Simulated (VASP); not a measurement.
A VASP calculation is set up with these files.

File POSCAR:
```
GeS
1
    4.5261629899    -0.0000000000     0.0000000000
   -2.2630814950     3.9197724028     0.0000000000
    0.0000000000     0.0000000000     5.4443712097
Ge S
2 2
Direct
  0.3333330000   0.6666670000   0.9596289892
  0.6666670000   0.3333330000   0.4596289892
  0.3333330000   0.6666670000   0.4153710108
  0.6666670000   0.3333330000   0.9153710108
```

KPOINTS:
```
Automatic mesh
0
Gamma
6 6 4
0 0 0
```

INCAR:
```
! general
SYSTEM  = GeS
PREC    = Accurate
ENCUT   = 500   ! plane-wave cut-off (eV)
LREAL   = .FALSE.   ! projection in real space or not
LASPH   = .TRUE.

! electronic loop
EDIFF   = 1E-6   ! SCF stop (eV)
NELM    = 100   ! most electronic steps
ALGO    = Normal   ! blocked Davidson
LMAXMIX = 4

! smearing
ISMEAR  = 0
SIGMA   = 0.05

! functional
GGA     = PS

! ions
IBRION  = 2   ! conjugate gradients
NSW     = 40
ISIF    = 3   ! ions, shape and volume
EDIFFG  = -0.02   ! ionic stop

! output
LWAVE   = .FALSE.
LCHARG  = .FALSE.
```

POTCAR, in this order: Ge_d S (PBE.64 set). Program: vasp_std.

Q: Write an equivalent input for Ansatz.

A: One equivalent input (not run):
Ansatz 0.2 input:
```yaml
crystal:
  lattice:
    - [4.5261630, 0.0000000, 0.0000000]
    - [-2.2630815, 3.9197724, 0.0000000]
    - [0.0000000, 0.0000000, 5.4443712]
  atoms:
    - { symbol: Ge, position: [0.3333330, 0.6666670, 0.9596290] }
    - { symbol: Ge, position: [0.6666670, 0.3333330, 0.4596290] }
    - { symbol: S, position: [0.3333330, 0.6666670, 0.4153710] }
    - { symbol: S, position: [0.6666670, 0.3333330, 0.9153710] }
kpoints:
  mp_grid: { grid: [6, 6, 4] }
hamiltonian:
  xc: pbesol
  pseudopotentials: { kind: paw }
scf:
  occupations: { method: gaussian, width: 0.05 }
  max_iter: 100
relax:
  max_steps: 40
  f_tol: 0.02
  cell: {}
output: { forces: true, stress: true, eigenvalues: true }
```
Limits of the translation: each code has its own PAW files, so the cut-off isn't converted (ENCUT is set for VASP's; basis.ecutwfc is left out, and Ansatz then takes the one that its files recommend); Ansatz stops its SCF on the density residual and VASP on the energy change (EDIFF).

The structure was generated: GeS was put into the wurtzite type (P6_3mc), which need not be its known phase. It was relaxed first, which changed the volume by +38 %.
